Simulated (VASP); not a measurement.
Data:

```yaml
crystal:
  lattice:
    - [-1.88565, 1.88565, 1.88565]
    - [1.88565, -1.88565, 1.88565]
    - [1.88565, 1.88565, -1.88565]
  atoms:
    - { symbol: Sn, position: [0.00000, 0.00000, 0.00000] }
```

Calculation: r2SCAN meta-GGA with spin-orbit coupling, VASP's PBE PAW potentials (set 64) (plane waves; VASP). Numerical set-up: 400 eV cut-off, 12×12×12 Γ-centred mesh, Gaussian smearing of 0.050 eV, potentials Sn_d.

Task: Predict the energy per atom (σ→0), band gap (over mesh and band path) with the smallest direct gap where there is one.

Result: 
- band gap (over mesh and band path): none (metal, semimetal or under 0.01 eV)
- energy per atom (σ→0): -24.554 eV/atom

Total energies compare only between runs with the same potentials, cut-off and functional.

The structure comes from a computed database's Sn entry (Im-3m); how it stands against other phases isn't given here. It was relaxed first.
